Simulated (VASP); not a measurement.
Energy against volume of RuAl (CsCl type). Level of theory: vdW-DF2, VASP's PBE PAW potentials (set 64) (plane waves; VASP).

| V (Å³/atom) | E (eV/atom) |
|---|---|
| 13.426 | -3.94257 |
| 13.855 | -3.96637 |
| 14.283 | -3.97349 |
| 14.712 | -3.96646 |
| 15.140 | -3.94747 |

Task: Fit a third-order Birch-Murnaghan equation of state.

Result: 
volume per atom: 14.27 Å^3/atom
bulk modulus: 176 GPa
pressure derivative of the bulk modulus: 4.54
lattice constant a: 3.056 Å

The compound is RuAl in the CsCl type structure. It was relaxed first, which changed the volume by +7 %.
